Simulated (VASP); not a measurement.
The system is Na2ZrS2.

```
Na Zr S
1.0
    -2.47618    2.47618    4.04035
     2.47618   -2.47618    4.04035
     2.47618    2.47618   -4.04035
Na Zr S
2 1 2
Direct
  0.35677 0.35677 0.00000
  0.64323 0.64323 0.00000
  0.00000 0.00000 0.00000
  0.75000 0.25000 0.50000
  0.25000 0.75000 0.50000
```

The cell was built by a generator and needn't be a form met in nature.

- Program: VASP 6.6.1
- Task: relaxation of cell and atoms
- Functional: PBE
- Potentials or basis: VASP PAW PBE potentials, release 64 (Na_pv, Zr_sv, S)
- Cutoff: 600 eV
- k mesh: 6 × 6 × 6
- Occupations: fermi-dirac, width 0.05 eV
- Spin: no spin polarisation
- Hubbard terms: Zr d U = 2 eV

At the start: pressure -0.7 GPa; volume 19.82 Å³/atom.

Problem. How do energy, volume and symmetry change on relaxing?

Solution. Over 7 steps the energy falls by 6.4 meV/atom and the volume is 19.59 Å³/atom (-1.2 %); space group I4/mmm (No. 139, to 0.05 Å).

The path:
```csv
step,energy change (eV),largest force (eV/Å),pressure (GPa),volume (Å³)
1,0.0000,0.1055,-0.69,99.09
2,-0.0299,0.1087,0.12,97.85
3,-0.0303,0.1102,0.24,97.68
4,-0.0315,0.0494,-0.01,98.06
5,-0.0316,0.0255,-0.11,98.21
6,-0.0318,0.0115,-0.04,98.05
7,-0.0318,0.0010,0.00,97.93
```

Final structure:
```
CELL_PARAMETERS angstrom
-2.44137 2.44137 4.10774
2.44137 -2.44137 4.10774
2.44137 2.44137 -4.10774
ATOMIC_POSITIONS crystal
Na 0.35890 0.35890 0.00000
Na 0.64110 0.64110 0.00000
Zr 0.00000 0.00000 0.00000
S 0.75000 0.25000 0.50000
S 0.25000 0.75000 0.50000
```

Caveat: U without spin polarisation on a metal has little footing.
